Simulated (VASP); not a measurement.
Here is the system:

```
AgBr
1.0
    0.00000     2.91477     2.91477
    2.91477     0.00000     2.91477
    2.91477     2.91477     0.00000
Ag Br
1 1
Direct
  0.00000   0.00000   0.00000
  0.50000   0.50000   0.50000
```

These are PBE GGA with spin-orbit coupling, VASP's PBE PAW potentials (set 64) (plane waves; VASP) values and carry that method's errors. Numerical set-up: 400 eV cut-off, 7×7×7 Γ-centred mesh, Gaussian smearing of 0.050 eV, potentials Ag Br.

Problem. What does the run give for the energy per atom (σ→0), band gap (over mesh and band path) with the smallest direct gap where there is one?

Solution. 
```
Quantity                                                Value
---------------------------------------------  --------------
band gap (over mesh and band path)                    0.60 eV
smallest direct gap (over mesh and band path)         2.28 eV
energy per atom (σ→0)                          -2.524 eV/atom
```

Total energies compare only between runs with the same potentials, cut-off and functional.

The compound is AgBr in the rock salt structure. It was relaxed first.
